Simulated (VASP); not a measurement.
Consider the following.

```
CELL_PARAMETERS angstrom
     -2.96816     2.96816     1.61735
      2.96816    -2.96816     1.61735
      2.96816     2.96816    -1.61735
ATOMIC_POSITIONS crystal
  Sn 0.25000 0.75000 0.50000
  Sn 0.00000 0.00000 0.00000
```

Computed with optB88-vdW, VASP's PBE PAW potentials (set 64) (plane waves; VASP 6.6.1). Run with 520 eV cut-off, Gaussian smearing of 0.050 eV, potentials Sn_d.

**Question.** Give the energies of bands 11 to 17 at the high-symmetry points, in eV from the Fermi level.

**Answer.** 
| band | Γ | X | M | Z | P | N |
|---|---|---|---|---|---|---|
| 11 | -10.78 | -8.66 | -7.50 | -6.56 | -6.01 | -6.91 |
| 12 | -3.92 | -8.66 | -7.50 | -5.60 | -6.01 | -5.28 |
| 13 | -1.83 | 0.61 | -4.44 | -2.77 | -3.25 | -2.37 |
| 14 | -1.83 | 0.61 | -4.44 | -2.67 | -3.25 | -1.57 |
| 15 | 3.32 | 1.51 | 4.86 | -2.67 | 3.39 | -1.04 |
| 16 | 5.89 | 1.51 | 4.86 | 2.73 | 3.39 | 2.46 |
| 17 | 5.89 | 5.75 | 8.76 | 5.47 | 3.68 | 2.69 |

It has no gap at this level: it comes out as a metal or semimetal.

The compound is Sn in the beta structure. It was relaxed first, which changed the volume by +5 %.
